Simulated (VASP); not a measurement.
# How smearing and plane-wave cutoff change a VASP run on WS2 (Tungstenite), part 2 of 3

How sensitive are energy, pressure and forces of WS2 (Tungstenite) to the smearing and plane-wave cutoff? The atoms are off their equilibrium sites, so that forces can be compared too. The series runs use LDA. The atoms of the start are displaced at random from the sites of a R3m cell.

VASP 6.6.1; LDA; plane waves and PAW (W, S).

Still holding for the runs below: Spin-orbit coupling is off here; with elements this heavy it splits and shifts levels by tenths of an eV or more.

So far. Step 6 (Smearing: ISMEAR = -1, SIGMA = 0.5): Against the run before the energy at zero width moves by +47.79 meV an atom and the pressure by +1.35 GPa, after 14 cycles in 3.5 min. The entropy term T·S comes to 202.18 meV an atom in size.

## (7) Smearing: ISMEAR = 1, SIGMA = 0.01

File INCAR:

```
SYSTEM = WS2
PREC = Accurate
ENCUT = 400
EDIFF = 1E-06
NELM = 100
ISMEAR = 1
SIGMA = 0.01
LREAL = .FALSE.
ALGO = Normal
GGA = CA
NBANDS = 15
LASPH = .TRUE.
LORBIT = 11
LWAVE = .FALSE.
LCHARG = .FALSE.
KPAR = 4
ISIF = 2
```

File POSCAR:

```
WS2
1.0
    1.5790000000      0.9116360751      6.1633333333
   -1.5790000000      0.9116360751      6.1633333333
    0.0000000000     -1.8232721501      6.1633333333
W S
1 2
Direct
   -0.0129770000      0.0109140000      0.0083710000
    0.2544000000      0.2501600000      0.2412220000
    0.4162030000      0.4086750000      0.4395190000
```

File KPOINTS:

```
Automatic mesh
0
Gamma
10 10 10
0 0 0
```

PAW data sets: W and S (PBE family, release 64).

Run with:

```bash
$ mpirun -np 4 vasp_std
```

What it wrote:

```text
[... set-up lines as in an earlier step ...]
 entering main loop
       N       E                     dE             d eps       ncg     rms          rms(c)
DAV:   1     0.601559848071E+02    0.60156E+02   -0.69023E+03 15600   0.844E+02
DAV:   2    -0.234105762212E+02   -0.83567E+02   -0.78427E+02 20016   0.204E+02
DAV:   3    -0.276636405152E+02   -0.42531E+01   -0.42205E+01 20062   0.465E+01
DAV:   4    -0.277143298752E+02   -0.50689E-01   -0.50669E-01 19481   0.574E+00
DAV:   5    -0.277153126685E+02   -0.98279E-03   -0.98214E-03 20910   0.773E-01    0.292E+01
DAV:   6    -0.265431194997E+02    0.11722E+01   -0.30808E+00 22764   0.131E+01    0.123E+01
DAV:   7    -0.263812873258E+02    0.16183E+00   -0.10943E+00 16968   0.850E+00    0.709E+00
[... 2 cycles as in an earlier step ...]
DAV:  10    -0.262972143433E+02    0.94912E-03   -0.62539E-03 19501   0.510E-01    0.201E-01
DAV:  11    -0.262971038271E+02    0.11052E-03   -0.75074E-04 19572   0.189E-01    0.608E-02
DAV:  12    -0.262971043188E+02   -0.49179E-06   -0.24590E-05 20727   0.403E-02    0.550E-02
DAV:  13    -0.262971011183E+02    0.32006E-05   -0.15386E-05 19761   0.241E-02    0.157E-02
DAV:  14    -0.262971009128E+02    0.20547E-06   -0.15186E-06 14784   0.895E-03
   1 F= -.26297101E+02 E0= -.26297101E+02  d E =0.943253E-39
```

Elapsed: 3.8 min, on 4 MPI ranks of AMD EPYC 7R43, shared host; peak memory 1.6 GiB.

Parts of OUTCAR (step 7):

```text
  Total       -1.7640102     -1.7397676     -2.6808501      0.2707073      0.9874485     -0.0195367
  in kB      -53.0934724    -52.3638154    -80.6886732      8.1477926     29.7203902     -0.5880191
  external PRESSURE =     -62.0486537 kB  Pullay stress =       0.0000000 kB

  FREE ENERGIE OF THE ION-ELECTRON SYSTEM (eV)
  ---------------------------------------------------
  free  energy   TOTEN  =       -26.2971009128 eV

  energy  without entropy=      -26.2971009128  energy(sigma->0) =      -26.29710091

[... 3 parts as in an earlier step ...]

[... 1 further part left out ...]
[key lines of the parts left out:]
E-fermi :   6.1808
```

Methfessel-Paxton smearing is not meant for a cell with a gap.

Against the first of the series the energy at zero width stays within 0.01 meV an atom and the pressure within 0.01 GPa, after 14 cycles in 3.8 min. The entropy term T·S comes to 0.00 meV an atom in size.

## (8) Smearing: ISMEAR = 1, SIGMA = 0.05

Changes to INCAR since step 7:

```diff
@@ -6,3 +6,3 @@
 ISMEAR = 1
-SIGMA = 0.01
+SIGMA = 0.05
 LREAL = .FALSE.
```

POSCAR is that of step 7.

KPOINTS is that of step 7.

Run with:

```bash
$ mpirun -np 4 vasp_std
```

What it wrote:

```text
[... set-up lines as in an earlier step ...]
 entering main loop
       N       E                     dE             d eps       ncg     rms          rms(c)
DAV:   1     0.601560013868E+02    0.60156E+02   -0.69023E+03 15600   0.844E+02
DAV:   2    -0.234105715825E+02   -0.83567E+02   -0.78425E+02 20016   0.204E+02
DAV:   3    -0.276636374387E+02   -0.42531E+01   -0.42205E+01 20062   0.465E+01
DAV:   4    -0.277143273768E+02   -0.50690E-01   -0.50669E-01 19481   0.574E+00
[...]
DAV:  12    -0.262971003462E+02   -0.49153E-06   -0.24590E-05 20727   0.403E-02    0.550E-02
DAV:  13    -0.262970971461E+02    0.32001E-05   -0.15386E-05 19761   0.241E-02    0.157E-02
DAV:  14    -0.262970969408E+02    0.20525E-06   -0.15185E-06 14784   0.895E-03
   1 F= -.26297097E+02 E0= -.26297100E+02  d E =0.787795E-05
```

Wall time 4.6 min (4 MPI ranks); peak memory 1.6 GiB; 17 min of CPU time.

Parts of OUTCAR (step 8):

```text
  Total       -1.7640254     -1.7397833     -2.6808512      0.2707077      0.9874491     -0.0195367
  in kB      -53.0939309    -52.3642891    -80.6887071      8.1478041     29.7204089     -0.5880182
  external PRESSURE =     -62.0489757 kB  Pullay stress =       0.0000000 kB

 POSITION                                       TOTAL-FORCE (eV/Angst)
 -----------------------------------------------------------------------------------
      1.54128      0.89449      6.20221         0.937447      0.030178     -0.243441
      0.00669      0.02016      4.59650        -0.460225     -0.341908      0.912850
      0.01189     -0.04937      7.79290        -0.477222      0.311729     -0.669409
 -----------------------------------------------------------------------------------
    total drift:                               -0.000080     -0.000007      0.000017

  FREE ENERGIE OF THE ION-ELECTRON SYSTEM (eV)
  ---------------------------------------------------
  free  energy   TOTEN  =       -26.2970969408 eV

  energy  without entropy=      -26.2971048188  energy(sigma->0) =      -26.29709957

[... 2 parts as in an earlier step ...]

[... 1 further part left out ...]
[key lines of the parts left out:]
E-fermi :   6.1251
```

Against the run before the energy at zero width stays within 0.01 meV an atom and the pressure within 0.01 GPa, after 14 cycles in 4.6 min. The entropy term T·S comes to 0.00 meV an atom in size.

## (9) Smearing: ISMEAR = 1, SIGMA = 0.1

Changes to INCAR since step 8:

```diff
@@ -6,3 +6,3 @@
 ISMEAR = 1
-SIGMA = 0.05
+SIGMA = 0.1
 LREAL = .FALSE.
```

POSCAR is that of step 8.

KPOINTS is that of step 8.

Run with:

```bash
$ mpirun -np 4 vasp_std
```

What it wrote:

```text
[... set-up lines as in an earlier step ...]
 entering main loop
       N       E                     dE             d eps       ncg     rms          rms(c)
DAV:   1     0.601561414637E+02    0.60156E+02   -0.69023E+03 15600   0.844E+02
DAV:   2    -0.234105656178E+02   -0.83567E+02   -0.78429E+02 20016   0.204E+02
DAV:   3    -0.276636295592E+02   -0.42531E+01   -0.42205E+01 20062   0.465E+01
DAV:   4    -0.277143194879E+02   -0.50690E-01   -0.50669E-01 19481   0.574E+00
[...]
DAV:  12    -0.262970903451E+02   -0.49163E-06   -0.24590E-05 20727   0.403E-02    0.550E-02
DAV:  13    -0.262970871446E+02    0.32005E-05   -0.15386E-05 19761   0.241E-02    0.157E-02
DAV:  14    -0.262970869390E+02    0.20562E-06   -0.15185E-06 14784   0.895E-03
   1 F= -.26297087E+02 E0= -.26297094E+02  d E =0.209256E-04
```

Elapsed: 3.6 min, on 4 MPI ranks; peak memory 1.6 GiB; 14 min of CPU time.

Parts of OUTCAR (step 9):

```text
  Total       -1.7640370     -1.7397954     -2.6808524      0.2707079      0.9874497     -0.0195366
  in kB      -53.0942802    -52.3646515    -80.6887424      8.1478127     29.7204245     -0.5880171
  external PRESSURE =     -62.0492247 kB  Pullay stress =       0.0000000 kB

 POSITION                                       TOTAL-FORCE (eV/Angst)
 -----------------------------------------------------------------------------------
      1.54128      0.89449      6.20221         0.937447      0.030178     -0.243442
      0.00669      0.02016      4.59650        -0.460225     -0.341908      0.912853
      0.01189     -0.04937      7.79290        -0.477222      0.311729     -0.669411
 -----------------------------------------------------------------------------------
    total drift:                               -0.000080     -0.000007      0.000017

  FREE ENERGIE OF THE ION-ELECTRON SYSTEM (eV)
  ---------------------------------------------------
  free  energy   TOTEN  =       -26.2970869390 eV

  energy  without entropy=      -26.2971078646  energy(sigma->0) =      -26.29709391

[... 2 parts as in an earlier step ...]

[... 1 further part left out ...]
[key lines of the parts left out:]
E-fermi :   6.1530
```

Against the run before the energy at zero width stays within 0.01 meV an atom and the pressure within 0.01 GPa, after 14 cycles in 3.6 min. The entropy term T·S comes to 0.01 meV an atom in size.

## (10) Smearing: ISMEAR = 1, SIGMA = 0.2

Changes to INCAR since step 9:

```diff
@@ -6,3 +6,3 @@
 ISMEAR = 1
-SIGMA = 0.1
+SIGMA = 0.2
 LREAL = .FALSE.
```

POSCAR is that of step 9.

KPOINTS is that of step 9.

Run with:

```bash
$ mpirun -np 4 vasp_std
```

What it wrote:

```text
[... set-up lines as in an earlier step ...]
 entering main loop
       N       E                     dE             d eps       ncg     rms          rms(c)
DAV:   1     0.601565295189E+02    0.60157E+02   -0.69023E+03 15600   0.844E+02
DAV:   2    -0.234105479724E+02   -0.83567E+02   -0.78441E+02 20016   0.204E+02
DAV:   3    -0.276636047262E+02   -0.42531E+01   -0.42205E+01 20062   0.465E+01
DAV:   4    -0.277142948382E+02   -0.50690E-01   -0.50669E-01 19481   0.574E+00
[...]
DAV:  12    -0.262970574024E+02   -0.49317E-06   -0.24592E-05 20727   0.403E-02    0.550E-02
DAV:  13    -0.262970542028E+02    0.31997E-05   -0.15386E-05 19761   0.241E-02    0.157E-02
DAV:  14    -0.262970539974E+02    0.20541E-06   -0.15186E-06 14791   0.895E-03
   1 F= -.26297054E+02 E0= -.26297099E+02  d E =0.136204E-03
```

Elapsed: 3.5 min, on 4 MPI ranks; peak memory 1.5 GiB; 14 min of CPU time.

OUTCAR, selected parts (step 10):

```text
  Total       -1.7639531     -1.7397464     -2.6814093      0.2706947      0.9874674     -0.0195342
  in kB      -53.0917553    -52.3631782    -80.7055052      8.1474156     29.7209592     -0.5879445
  external PRESSURE =     -62.0534796 kB  Pullay stress =       0.0000000 kB

 POSITION                                       TOTAL-FORCE (eV/Angst)
 -----------------------------------------------------------------------------------
      1.54128      0.89449      6.20221         0.937478      0.030170     -0.243438
      0.00669      0.02016      4.59650        -0.460233     -0.341911      0.912906
      0.01189     -0.04937      7.79290        -0.477245      0.311740     -0.669468
 -----------------------------------------------------------------------------------
    total drift:                               -0.000080     -0.000007      0.000017

  FREE ENERGIE OF THE ION-ELECTRON SYSTEM (eV)
  ---------------------------------------------------
  free  energy   TOTEN  =       -26.2970539974 eV

  energy  without entropy=      -26.2971902012  energy(sigma->0) =      -26.29709940

[... 2 parts as in an earlier step ...]

[... 1 further part left out ...]
[key lines of the parts left out:]
E-fermi :   6.1927
```

Against the run before the energy at zero width stays within 0.01 meV an atom and the pressure within 0.01 GPa, after 14 cycles in 3.5 min. The entropy term T·S comes to 0.05 meV an atom in size.

## (11) Smearing: ISMEAR = 1, SIGMA = 0.5

Changes to INCAR since step 10:

```diff
@@ -6,3 +6,3 @@
 ISMEAR = 1
-SIGMA = 0.2
+SIGMA = 0.5
 LREAL = .FALSE.
```

POSCAR is that of step 10.

KPOINTS is that of step 10.

Run with:

```bash
$ mpirun -np 4 vasp_std
```

What it wrote:

```text
[... set-up lines as in an earlier step ...]
 entering main loop
       N       E                     dE             d eps       ncg     rms          rms(c)
DAV:   1     0.601573702080E+02    0.60157E+02   -0.69023E+03 15600   0.844E+02
DAV:   2    -0.234056327851E+02   -0.83563E+02   -0.78444E+02 20016   0.204E+02
DAV:   3    -0.276614746053E+02   -0.42558E+01   -0.42203E+01 20062   0.465E+01
DAV:   4    -0.277121500559E+02   -0.50675E-01   -0.50654E-01 19481   0.574E+00
[...]
DAV:  12    -0.262941876981E+02   -0.52538E-06   -0.23990E-05 20664   0.401E-02    0.539E-02
DAV:  13    -0.262941848650E+02    0.28331E-05   -0.14386E-05 19656   0.232E-02    0.151E-02
DAV:  14    -0.262941846422E+02    0.22277E-06   -0.13967E-06 14574   0.861E-03
   1 F= -.26294185E+02 E0= -.26299238E+02  d E =0.151609E-01
```

The job ended after 3.5 min (4 MPI ranks; peak memory 1.6 GiB).

OUTCAR, selected parts (step 11):

```text
  Total       -1.7440636     -1.7224292     -2.8061866      0.2734529      0.9901819     -0.0196398
  in kB      -52.4931158    -51.8419617    -84.4610728      8.2304306     29.8026601     -0.5911215
  external PRESSURE =     -62.9320501 kB  Pullay stress =       0.0000000 kB

 POSITION                                       TOTAL-FORCE (eV/Angst)
 -----------------------------------------------------------------------------------
      1.54128      0.89449      6.20221         0.944746      0.031022     -0.242349
      0.00669      0.02016      4.59650        -0.463663     -0.342787      0.936278
      0.01189     -0.04937      7.79290        -0.481084      0.311765     -0.693929
 -----------------------------------------------------------------------------------
    total drift:                               -0.000071     -0.000005      0.000014

  FREE ENERGIE OF THE ION-ELECTRON SYSTEM (eV)
  ---------------------------------------------------
  free  energy   TOTEN  =       -26.2941846422 eV

  energy  without entropy=      -26.3093455704  energy(sigma->0) =      -26.29923828

[... 2 parts as in an earlier step ...]

[... 1 further part left out ...]
[key lines of the parts left out:]
E-fermi :   5.9305
```

Against the run before the energy at zero width moves by -0.71 meV an atom and the pressure by -0.09 GPa, after 14 cycles in 3.5 min. The entropy term T·S comes to 5.05 meV an atom in size.

## (12) Smearing: ISMEAR = -5

Changes to INCAR since step 11:

```diff
@@ -5,4 +5,4 @@
 NELM = 100
-ISMEAR = 1
-SIGMA = 0.5
+ISMEAR = -5
+SIGMA = 0.05
 LREAL = .FALSE.
```

POSCAR is that of step 11.

KPOINTS is that of step 11.

Run with:

```bash
$ mpirun -np 4 vasp_std
```

What it wrote:

```text
[... set-up lines as in an earlier step ...]
 entering main loop
       N       E                     dE             d eps       ncg     rms          rms(c)
DAV:   1     0.601599025690E+02    0.60160E+02   -0.69023E+03 15600   0.844E+02
DAV:   2    -0.234105773808E+02   -0.83570E+02   -0.79136E+02 20016   0.204E+02
[... 7 cycles as in an earlier step ...]
DAV:  10    -0.262972149227E+02    0.94854E-03   -0.62539E-03 19501   0.510E-01    0.201E-01
DAV:  11    -0.262971038271E+02    0.11110E-03   -0.75074E-04 19572   0.189E-01    0.608E-02
DAV:  12    -0.262971043188E+02   -0.49178E-06   -0.24590E-05 20727   0.403E-02    0.550E-02
[... 2 cycles as in an earlier step ...]
   1 F= -.26297101E+02 E0= -.26297101E+02  d E =0.000000E+00
```

The job ended after 3.8 min (4 MPI ranks; peak memory 1.6 GiB).

Parts of OUTCAR (step 12):

```text
  Total       -1.7640102     -1.7397676     -2.6808501      0.2707073      0.9874485     -0.0195367
  in kB      -53.0934724    -52.3638153    -80.6886739      8.1477927     29.7203900     -0.5880200
  external PRESSURE =     -62.0486538 kB  Pullay stress =       0.0000000 kB

[... 5 parts as in an earlier step ...]

[... 1 further part left out ...]
[key lines of the parts left out:]
E-fermi :   6.0957
```

Against the first of the series the energy at zero width stays within 0.01 meV an atom and the pressure within 0.01 GPa, after 14 cycles in 3.8 min.

## (13) The smearing series as a table

This step: convergence of LDA results with the smearing; plane waves and PAW (VASP 6.6.1).

Derived from the runs above.

Differences are taken from the run with ISMEAR = -1, SIGMA = 0.01. Results of the series, by row:

```csv
setting,status,energy less the reference (meV/atom),pressure (GPa),largest force difference (meV/Å),gap (eV),SCF cycles,wall time (s)
"ISMEAR = -1, SIGMA = 0.01",converged,0,-6.205,0,0.9488,14,206
"ISMEAR = -1, SIGMA = 0.05",converged,8.33e-5,-6.205,0.001,0.9488,14,256.1
"ISMEAR = -1, SIGMA = 0.1",converged,0.02447,-6.205,0.083,0.9489,14,211
"ISMEAR = -1, SIGMA = 0.2",converged,1.234,-6.188,4.443,0.9498,14,193
"ISMEAR = -1, SIGMA = 0.5",converged,49.02,-4.838,174.6,0.9544,14,211
"ISMEAR = 1, SIGMA = 0.01",converged,0,-6.205,0,0.9488,14,227
"ISMEAR = 1, SIGMA = 0.05",converged,4.47e-4,-6.205,0.003,0.9488,14,273.1
"ISMEAR = 1, SIGMA = 0.1",converged,0.002333,-6.205,0.006,0.9488,14,214
"ISMEAR = 1, SIGMA = 0.2",converged,5.03e-4,-6.205,0.061,0.9488,14,213
"ISMEAR = 1, SIGMA = 0.5",converged,-0.7125,-6.293,24.52,0.9542,14,213
ISMEAR = -5,converged,0,-6.205,0,0.9488,14,227
```

## (14) Plane-wave cutoff: ENCUT = 160

This step: LDA; plane waves and PAW (W, S) (VASP 6.6.1).

The basis grows with ENCUT, and energy and stress both move with it.

Changes to INCAR since step 12:

```diff
@@ -2,6 +2,6 @@
 PREC = Accurate
-ENCUT = 400
+ENCUT = 160
 EDIFF = 1E-06
 NELM = 100
-ISMEAR = -5
+ISMEAR = -1
 SIGMA = 0.05
```

POSCAR is that of step 12.

KPOINTS is that of step 12.

Run with:

```bash
$ mpirun -np 4 vasp_std
```

What it wrote:

```text
[... set-up lines as in an earlier step ...]
 entering main loop
       N       E                     dE             d eps       ncg     rms          rms(c)
DAV:   1     0.855746053006E+01    0.85575E+01   -0.41181E+03 18305   0.385E+02
DAV:   2    -0.267642223498E+02   -0.35322E+02   -0.33755E+02 20780   0.105E+02
DAV:   3    -0.277320553130E+02   -0.96783E+00   -0.96594E+00 18298   0.188E+01
DAV:   4    -0.277385407321E+02   -0.64854E-02   -0.64844E-02 20755   0.163E+00
DAV:   5    -0.277386153722E+02   -0.74640E-04   -0.74638E-04 18683   0.158E-01    0.304E+01
DAV:   6    -0.265391937520E+02    0.11994E+01   -0.27326E+00 16086   0.108E+01    0.158E+01
DAV:   7    -0.263520453877E+02    0.18715E+00   -0.94832E-01 15897   0.700E+00    0.615E+00
DAV:   8    -0.262686468995E+02    0.83398E-01   -0.17991E-01 17878   0.314E+00    0.147E+00
DAV:   9    -0.262679863870E+02    0.66051E-03   -0.17962E-02 20139   0.911E-01    0.689E-01
DAV:  10    -0.262671928516E+02    0.79354E-03   -0.60839E-03 17717   0.475E-01    0.101E-01
DAV:  11    -0.262670920570E+02    0.10079E-03   -0.91963E-04 17640   0.195E-01    0.104E-01
DAV:  12    -0.262670808048E+02    0.11252E-04   -0.40481E-05 20041   0.434E-02    0.527E-02
DAV:  13    -0.262670785372E+02    0.22676E-05   -0.96267E-06 18536   0.185E-02    0.237E-02
DAV:  14    -0.262670783060E+02    0.23120E-06   -0.12288E-06 11879   0.727E-03
   1 F= -.26267078E+02 E0= -.26267078E+02  d E =-.780365E-06
```

It took 69 s on 4 MPI ranks; peak memory 0.65 GiB; 4 min of CPU time.

Parts of OUTCAR (step 14):

```text
   ENCUT  =  160.0 eV  11.76 Ry    3.43 a.u.   6.63  6.63  6.63*2*pi/ulx,y,z

   NELECT =      18.0000    total number of electrons

 E-fermi :   6.6765

 k-point     1 :       0.0000    0.0000    0.0000
  band No.  band energies     occupation
    ...
      5       2.9933      2.00000
      6       3.8941      2.00000
      7       4.3363      2.00000
      8       4.7786      2.00000
      9       4.8959      2.00000
     10       8.2985      0.00000
     11       8.6663      0.00000
     12       8.7864      0.00000
     13       8.9438      0.00000
     14      10.9381      0.00000
    ...

  Total       -9.6094311     -9.5898978    -10.3844922      0.3773044      1.1114494     -0.0192544
  in kB     -289.2262591   -288.6383425   -312.5541757     11.3561711     33.4525907     -0.5795235
  external PRESSURE =    -296.8062591 kB  Pullay stress =       0.0000000 kB

 POSITION                                       TOTAL-FORCE (eV/Angst)
 -----------------------------------------------------------------------------------
      1.54128      0.89449      6.20221         0.999444      0.031690     -0.261795
      0.00669      0.02016      4.59650        -0.493405     -0.363940      1.130469
      0.01189     -0.04937      7.79290        -0.506038      0.332250     -0.868674
 -----------------------------------------------------------------------------------
    total drift:                                0.000086     -0.000056      0.001709

  FREE ENERGIE OF THE ION-ELECTRON SYSTEM (eV)
  ---------------------------------------------------
  free  energy   TOTEN  =       -26.2670783060 eV

  energy  without entropy=      -26.2670775257  energy(sigma->0) =      -26.26707792

[... 5 parts as in an earlier step ...]

[... 11 further parts left out ...]
```

Numbers from this step:

```yaml
free_energy_toten: -26.27 eV
fermi_energy: 6.676 eV
pressure: -29.68 GPa
gap_on_the_k_mesh: 0.9320 eV
least_direct_gap_on_the_k_mesh: 2.083 eV
```

The series starts at -8.7557 eV an atom and -29.68 GPa, after 14 cycles in 69 s.

[end of part 2 of 3]

[Lines on the potential files, build, host, timing and source positions are cut from VASP's logs without a mark.]

[Logs are printed without paths, hosts, clocks, repeated set-up lines and the standing remarks that a program may print on its own settings, such as how far it seeks lower states.]

[Hosts, paths, dates, database ids (printed as entryN), source tags and the programs' standing remarks are cut or masked in the printed files.]

[A measured line is paired with the nearest computed mode of its activity, which favours agreement.]
